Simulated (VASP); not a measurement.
Write the native input for VASP 6.6.1 that does the following.

```yaml
Task: relaxation of cell and atoms
Functional: PBE
Potentials_or_basis: VASP PAW PBE potentials, release 64 (Mg, Cd, O)
Cutoff: 520 eV
k_mesh: 3 × 3 × 3
Occupations: gaussian, width 0.15 eV
Spin: no spin polarisation
Further_INCAR_settings: PREC = Normal; LREAL = Auto; ALGO = Fast; EDIFF = 0.0001; IBRION = 2; EDIFFG = -0.08; NSW = 24; ISIF = 3
```

The structure of Mg2CdO3 lies in POSCAR:

```
Mg2CdO3
1.0
    2.7972868800     -4.8462221000      0.0000000000
    2.7972868800      4.8462221000      0.0000000000
   -1.8832031500      0.0000000000      5.3775840400
Mg Cd O
4 2 6
Direct
    0.0000000000      0.0000000000      0.5000000000
    0.3390000000      0.6610000000      0.5000000000
    0.6610000000      0.3390000000      0.5000000000
    0.5000000000      0.5000000000      0.0000000000
    0.8330000000      0.1670000000      0.0000000000
    0.1670000000      0.8330000000      0.0000000000
    0.4250000000      0.0670000000      0.7770000000
    0.9330000000      0.5750000000      0.2230000000
    0.0670000000      0.4250000000      0.7770000000
    0.5750000000      0.9330000000      0.2230000000
    0.7810000000      0.7810000000      0.7730000000
    0.2190000000      0.2190000000      0.2270000000
```

The cell was built by a generator and needn't be a form met in nature.

These files were run (other wordings do the same):

INCAR

```
  PREC = Normal
  ENCUT = 520
  EDIFF = 1E-4
  ISMEAR = 0
  SIGMA = 0.15
  LREAL = Auto
  LASPH = True
  NELM = 60
  ALGO = Fast
  ISIF = 3
  LWAVE = False
  LCHARG = False
  GGA = PE
  IBRION = 2
  NSW = 24
  EDIFFG = -0.08
```

KPOINTS

```
Automatic mesh
0
Gamma
  3 3 3
```

Potentials or basis: VASP PAW PBE potentials, release 64 (Mg, Cd, O).

Launch:

```sh
$ cat potpaw_PBE.64/Mg/POTCAR potpaw_PBE.64/Cd/POTCAR potpaw_PBE.64/O/POTCAR > POTCAR
$ mpirun -np 1 vasp_std > vasp.out
```

It gave:

```json
{
  "Relaxed volume": "11.02 Å³/atom",
  "Relaxed cell": "a = 5.442 Å, b = 5.442 Å, c = 5.468 Å, α = 99.54°, β = 99.54°, γ = 120.02°",
  "Space group after relaxing (to 0.05 Å)": "C2/m (No. 12)",
  "Energy gained by relaxing": "398.9 meV/atom",
  "Ionic steps": "11",
  "Pressure after relaxing": "-0.2 GPa",
  "Largest force after relaxing": "0.061 eV/Å",
  "Band gap on the k mesh": "1.88 eV, indirect (least direct gap 2.26 eV)"
}
```

Caveat: the k mesh is coarse (spacing up to 0.45 Å⁻¹), so the values aren't converged; an odd mesh through Γ misses points on the zone boundary, where band edges often lie; the relaxation stopped at a loose force limit of 0.08 eV/Å, so its end isn't a converged minimum.

It took 3.6 min on 1 thread of Intel(R) Xeon(R) Platinum 8488C (Sapphire Rapids), on a shared host, peak memory 0.21 GiB.
